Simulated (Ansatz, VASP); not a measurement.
# Cross-check of Si2W between VASP and Ansatz

Wanted: the spread between two codes on one cell, functional and k mesh. The cell is taken from a series of runs on this material, whose earlier steps may have relaxed, scaled, displaced or heated it; both programs get it as it stands.

Program: Ansatz 0.2.0. Level of theory: plane waves, with VASP 6.6.1 beside it; zone-centre phonons at PBEsol. Results are calculated unless marked as measured.

**1. The starting structure**

The structure is tetragonal, space group I4/mmm (No. 139). The conventional cell has a = 3.235 Å, b = 3.235 Å, c = 7.790 Å, α = 90.00°, β = 90.00°, γ = 90.00°. Nearest to Si lie 5 Si at 2.57 to 2.64 Å and 5 W at 2.61 to 2.62 Å. W has 10 Si at 2.61 to 2.62 Å nearest. Farther neighbours are not listed.

**2. Ansatz: zone-centre phonons, PBEsol**

Ansatz runs on its PAW soft_1 files.

Second derivatives magnify differences that forces hide, and they need a tight electronic threshold.

File input.yaml:

```yaml
crystal:
  lattice:
    - [-1.617486531, 1.617486531, 3.8947797881]
    - [1.617486531, -1.617486531, 3.8947797881]
    - [1.617486531, 1.617486531, -3.8947797881]
  atoms:
    - { symbol: Si, position: [0.3347383593, 0.3347383593, 0.0] }
    - { symbol: Si, position: [0.6652616407, 0.6652616407, 0.0] }
    - { symbol: W, position: [0.0, 0.0, 0.0] }
kpoints:
  mp_grid: { grid: [20, 20, 20] }
hamiltonian:
  xc: pbesol
  pseudopotentials: { kind: paw, azcp: { folder: soft_1 }, xc_functional: pbe }
scf:
  occupations: { method: methfessel_paxton, width: 0.2 }
output:
  eigenvalues: true
phonons:
  method: dfpt
```

Launch:

```sh
$ ansatz run input.yaml --threads 4 --pin off --max-ram 10240MiB --backend cpu --events-out ev --progress --plain --runs-dir out
```

Numbers of over 12 decimals in the logs are rounded to 6 here.

Log:

```text
zone centre: on kpoints.mp_grid the ground state, and the responses unless they are solved on pairs of k-points, stand on 1166 of the mesh's 8000 k-points, reduced under 4 symmetry operations, with k and −k counted as one. Each operation leaves every solved displacement unchanged or reverses it
Engine: ansatz 0.2.0, aarch64-unknown-linux-gnu
Pseudopotentials: kind: paw
Pseudopotential: Si, paw, valence charge 4, recommended cutoff 420 eV (normal), soft_1/Si.paw.azcp
Pseudopotential: W, paw, valence charge 14, recommended cutoff 420 eV (normal), soft_1/W.paw.azcp
Functional definition: PBEsol
  exchange = pbesol_x
  correlation = pbesol_c
Crystal: 3 atoms, lattice volume = 40.759 Å³
Basis set: ecut = 420 eV, 809 PW (Γ), exchange–correlation on 64×64×64 points (8 copies of the dense FFT grid, shifted against one another)
Bands: 15, of which v1, the nominal top of the filled ones, is band 11 counted from 1 (10 counted from 0)
Symmetry: 16 space group operations
k-points: 1166 of 8000 (irreducible under 4 space group operations, time reversal used)
Non-local potential: Si, projectors of the file, l = 0: 2, l = 1: 2, l = 2: 1
Non-local potential: W, projectors of the file, l = 0: 3, l = 1: 2, l = 2: 2, l = 3: 1
PAW form: soft (Blöchl's): semilocal exchange-correlation on the pseudo side does not see the compensation charge
PAW frozen core: Si, regenerated for the run's functional, and the local potential with it (the file was generated under x = pbe(κ = 0.804, μ = 0.219515), c = pbe(β = 0.066725))
PAW frozen core: W, regenerated for the run's functional, and the local potential with it (the file was generated under x = pbe(κ = 0.804, μ = 0.219515), c = pbe(β = 0.066725))
PAW one-centre angular grid: Si, 110 points (default); XC on 64 Gauss nodes
PAW one-centre angular grid: W, 590 points (default); XC on 64 Gauss nodes
Initial density: superposition of atomic densities (chi_scale 0.1, normalization cell, long waves kept (reshape's long-wave potential 0.00 eV rms))
Initial wavefunctions: pseudopotential atomic-orbital guess
Functional: x = pbesol(κ = 0.804, μ = 0.123457), c = pbesol(β = 0.046)
SCF iter   1: F=—  HF=-11502.238352 eV  |F-HF|=—  |Δ(HF+E_count)|=         —  Δρ=4.99e-2  dr2=1.03e0  ethr=3.10e-3  ⟨swp⟩=5.2  Hψ=101570  notcnv=0
preconditioner: auto → Kerker (q_TF=auto, 2.462 Å⁻¹)  [metal: Δε(μ)=0.030 eV  Ē_g=8.232 eV  σ=0.200 eV  W_gap=0.13  n_scr=10 (ndim 8)  ℏωp=21.8 eV  f_vac=0.000  D(μ)=0.23/eV (n_scr^D=0)]
SCF iter   2: F=—  HF=-11501.980703 eV  |F-HF|=—  |Δ(HF+E_count)|=   2.58e-1  S|Δr|=    0.00e0  Δρ=2.64e-2  dr2=2.21e-1  ethr=3.10e-3  ⟨swp⟩=2.2  Hψ=32722  notcnv=0
SCF iter   3: F=—  HF=-11501.903340 eV  |F-HF|=—  |Δ(HF+E_count)|=   7.74e-2  S|Δr|=    0.00e0  Δρ=6.76e-3  dr2=1.50e-2  ethr=1.00e-3  ⟨swp⟩=2.7  Hψ=30831  notcnv=0
SCF iter   4: F=—  HF=-11501.897850 eV  |F-HF|=—  |Δ(HF+E_count)|=   5.49e-3  S|Δr|=    0.00e0  Δρ=5.17e-4  dr2=5.87e-5  ethr=6.82e-5  ⟨swp⟩=2.7  Hψ=28108  notcnv=0
SCF iter   5: F=—  HF=-11501.897831 eV  |F-HF|=—  |Δ(HF+E_count)|=   1.81e-5  S|Δr|=    0.00e0  Δρ=5.99e-5  dr2=1.06e-6  ethr=2.67e-7  ⟨swp⟩=2.6  Hψ=29244  notcnv=0
SCF iter   6: F=—  HF=-11501.897832 eV  |F-HF|=—  |Δ(HF+E_count)|=   3.89e-7  S|Δr|=    0.00e0  Δρ=1.02e-5  dr2=4.04e-8  ethr=4.82e-9  ⟨swp⟩=2.5  Hψ=27395  notcnv=0
SCF iter   7: F=—  HF=-11501.897832 eV  |F-HF|=—  |Δ(HF+E_count)|=   4.82e-9  S|Δr|=    0.00e0  Δρ=1.69e-6  dr2=1.70e-9  ethr=1.84e-10  ⟨swp⟩=2.4  Hψ=25388  notcnv=0
SCF iter   8: F=—  HF=-11501.897832 eV  |F-HF|=—  |Δ(HF+E_count)|=  4.13e-10  S|Δr|=    0.00e0  Δρ=2.41e-7  dr2=2.50e-11  ethr=7.71e-12  ⟨swp⟩=2.1  Hψ=24179  notcnv=0
SCF iter   9: F=-11501.897832 eV  HF=-11501.897832 eV  |F-HF|=3.64e-12  |Δ(HF+E_count)|=  9.09e-12  S|Δr|=    0.00e0  Δρ=3.09e-8  dr2=5.82e-13  ethr=1.00e-12  ⟨swp⟩=5.3  Hψ=73468  notcnv=0
the search or the solves at the SCF's close seem to have found levels that the self-consistency loop had missed (the run counts 3). By its estimate they hold under 1e-12 electrons; where the run keeps them, the occupations were computed again with them
SCF 1 converged in 9 iterations: F = -11501.897832 eV  dr2 = 5.82e-13
  greatest PAW one-centre occupation: 0.999 electrons in one spin orbital (limit 2), on the W atom at site 2 (counted from 0), in its partial waves of l = 0
DFPT response loops at Γ: preconditioner auto → Kerker (q_TF=auto, 2.462 Å⁻¹) (partly filled bands, converged f_vac=0.000); β = 1.00, the filter's whole step (`scf.mixing.beta` (0.50) is not read by the response loops under this deck's `scf.mixing.preconditioner`; to damp them name `kerker` or `kerker_dos`, under which they read `scf.mixing.beta`, and type it under 1.00, their step now; both keys bind the ground state too); Broyden in place of MSR1
SCF converged after 9 iterations
Stability not checked: this state was not tested for a lower state beside it, because cold or Methfessel-Paxton smearing, or corrected tetrahedra, fill the levels in a way that the test cannot read (fill_not_monotonic; see scf.lower_state_search)
Free energy (F): -11501.897832 eV
Harris-Foulkes:  -11501.897832 eV  (|F-HF|=3.64e-12)
Internal energy: -11501.899090 eV  (E = F + TS)
E sigma→0 (E₀):  -11501.898147 eV
Entropy (-TS):   0.001259 eV (0.420 meV/atom)
Fermi energy:    16.344083 eV
--- Per-component energies (eV) ---
  E_band       = -87.358557
  E_kinetic    = 512.155440
  E_local      = -891.113244  (includes V_loc(G=0)·N_el)
  E_nonlocal   = 21.038625
  E_hartree    = 385.282957
  E_xc         = -382.225196
  E_vxc        = -332.717915  (∫ρ·V_xc dr)
  E_paw        = -9446.552811  (= ΣΔE_a)
  E_vpaw       = -167.287560  (= ΣTr[D̂ρ^β])
  E_aug_tail   = 0.000210  (compensation charges beyond the density's cutoff)
  E_ewald      = -1700.770050
  E_core_change = 0.284979  (= ΣΔE_core)
  E_smearing   = 0.001259  (= −TS)
  E_closure    = 0.000000  (closes the sum)
  Σ components = -11501.897832   (vs F -11501.897832, Δ=0.00e0)
--- Band table (eV; the first three rows and the last of 1166) ---
  k-point 0: bands = [... 7 lower, 13.0967, 13.5232, 13.5232, 16.9293, 19.0463, 19.3354, 19.3727, 19.3727]
  k-point 1: bands = [... 7 lower, 13.1132, 13.3154, 13.8976, 16.5097, 18.9258, 19.4351, 19.4431, 19.5846]
  k-point 2: bands = [... 7 lower, 12.7995, 13.1657, 14.4145, 15.5591, 18.7276, 19.6035, 19.6056, 20.1363]
  k-point 1165: bands = [... 7 lower, 13.8009, 15.4939, 15.4939, 15.9073, 15.9073, 17.1142, 21.0836, 21.2497]
--- Phonons (Γ-DFPT): 4 representative perturbations + reference, on 1166 of 8000 k-points (Σ response iterations 12) ---
  k mesh reduced under 4 symmetry operations, with k and −k counted as one. Each operation leaves every solved displacement unchanged or reverses it
  ASR residual: 1.408e-5 → 0.000e0 eV/Å²; symmetrization residual: 1.600e-6 eV/Å²
  ASR residual per site (eV/Å²): 5.94e-6 5.94e-6 1.41e-5
  Γ frequencies (cm⁻¹): 0.00 0.00 0.00 250.09 250.09 302.69 327.69 327.69 450.34
  non-analytic LO–TO correction: not included (Born effective charges unavailable; polar crystals: no LO–TO splitting at Γ)
```

(Continued in part 2 of 2.)

[Lines on the potential files, build, host, timing and source positions are cut from VASP's logs without a mark.]

[Logs are printed without paths, hosts, clocks, repeated set-up lines and the standing remarks that a program may print on its own settings, such as how far it seeks lower states.]

[Hosts, paths, dates, database ids (printed as entryN), source tags and the programs' standing remarks are cut or masked in the printed files.]
